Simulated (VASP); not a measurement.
Level of theory: PBE GGA, VASP's PBE PAW potentials (set 64) (plane waves; VASP).

VASP input:

POSCAR:
```
PtAl2
1
    0.0000000000     3.0141000000     3.0141000000
    3.0141000000     0.0000000000     3.0141000000
    3.0141000000     3.0141000000     0.0000000000
Al Pt
2 1
Direct
  0.2500000000   0.2500000000   0.2500000000
  0.7500000000   0.7500000000   0.7500000000
  0.0000000000   0.0000000000   0.0000000000
```

### INCAR
```
SYSTEM = PtAl2
PREC = Accurate
ENCUT = 400
EDIFF = 1E-6
NELM = 100
ALGO = Normal
LREAL = .FALSE.
LASPH = .TRUE.
ISMEAR = 0
SIGMA = 0.05
GGA = PE
LMAXMIX = 6
LWAVE = .FALSE.
LCHARG = .FALSE.
ISIF = 2
```

**KPOINTS**
```
Automatic mesh
0
Gamma
8 8 8
0 0 0
```

POTCAR, in this order: Al Pt (PBE.64 set). Program: vasp_std.

The run wrote:

**OSZICAR**
```
       N       E                     dE             d eps       ncg     rms          rms(c)
DAV:   1     0.399416709769E+02    0.39942E+02   -0.57108E+03   728   0.905E+02
DAV:   2    -0.151769913701E+02   -0.55119E+02   -0.49643E+02   880   0.166E+02
DAV:   3    -0.167177404351E+02   -0.15407E+01   -0.15268E+01   876   0.273E+01
DAV:   4    -0.167317358644E+02   -0.13995E-01   -0.13990E-01   828   0.306E+00
DAV:   5    -0.167319647723E+02   -0.22891E-03   -0.22889E-03   896   0.410E-01    0.783E+00
DAV:   6    -0.163145507021E+02    0.41741E+00   -0.24662E+00   788   0.152E+01    0.208E+00
DAV:   7    -0.162317174246E+02    0.82833E-01   -0.22615E-01   760   0.477E+00    0.158E+00
DAV:   8    -0.162027614851E+02    0.28956E-01   -0.36537E-02   784   0.186E+00    0.258E-01
DAV:   9    -0.162027287945E+02    0.32691E-04   -0.21363E-03   824   0.449E-01    0.167E-01
DAV:  10    -0.162029078837E+02   -0.17909E-03   -0.34435E-04   748   0.152E-01    0.193E-02
DAV:  11    -0.162029060899E+02    0.17938E-05   -0.21134E-05   836   0.472E-02    0.925E-03
DAV:  12    -0.162029086429E+02   -0.25529E-05   -0.63395E-06   744   0.183E-02    0.192E-03
DAV:  13    -0.162029085806E+02    0.62315E-07   -0.36146E-07   512   0.610E-03
   1 F= -.16202909E+02 E0= -.16202046E+02  d E =-.172538E-02
```

OUTCAR:
```
------------------------ aborting loop because EDIFF is reached ----------------------------------------
  FORCE on cell =-STRESS in cart. coord.  units (eV):
  Direction    XX          YY          ZZ          XY          YZ          ZX
  --------------------------------------------------------------------------------------
  Total       -1.7101937     -1.7101937     -1.7101937      0.0000000     -0.0000000      0.0000000
  in kB      -50.0325831    -50.0325831    -50.0325831      0.0000000     -0.0000000      0.0000000
  external PRESSURE =     -50.0325831 kB  Pullay stress =       0.0000000 kB
  volume of cell :       54.76
      direct lattice vectors                 reciprocal lattice vectors
     0.000000000  3.014100000  3.014100000    -0.165886998  0.165886998  0.165886998
     3.014100000  0.000000000  3.014100000     0.165886998 -0.165886998  0.165886998
     3.014100000  3.014100000  0.000000000     0.165886998  0.165886998 -0.165886998
 POSITION                                       TOTAL-FORCE (eV/Angst)
 -----------------------------------------------------------------------------------
      1.50705      1.50705      1.50705        -0.000000     -0.000000      0.000000
      4.52115      4.52115      4.52115         0.000000      0.000000     -0.000000
      0.00000      0.00000      0.00000        -0.000000     -0.000000      0.000000
 -----------------------------------------------------------------------------------
    total drift:                               -0.000000     -0.000000      0.000000
  FREE ENERGIE OF THE ION-ELECTRON SYSTEM (eV)
  ---------------------------------------------------
  free  energy   TOTEN  =       -16.2029085806 eV

  energy  without entropy=      -16.2011832003  energy(sigma->0) =      -16.20204589
```
(Selected blocks of OUTCAR.)

The compound is PtAl2 in the fluorite structure. The cell was not relaxed at this level. The run is one of a series of settings (ISMEAR = 0, SIGMA = 0.05 against the base run), some of them coarse on purpose.
